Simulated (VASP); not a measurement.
```
GaAs
1.0
    0.00000     2.83974     2.83974
    2.83974     0.00000     2.83974
    2.83974     2.83974     0.00000
Ga As
1 1
Direct
  0.00000   0.00000   0.00000
  0.25000   0.25000   0.25000
```

Method: vdW-DF-cx, VASP's PBE PAW potentials (set 64) (plane waves; VASP 6.6.1). Numerical set-up: 520 eV cut-off, Gaussian smearing of 0.050 eV, potentials Ga_d As.

Q: Estimate the band gap (along the path) with the smallest direct gap where there is one.

A: 
```yaml
band gap (along the path): 0.35 eV
smallest direct gap (along the path): 0.35 eV
```

The compound is GaAs in the zinc blende structure. It was relaxed first.
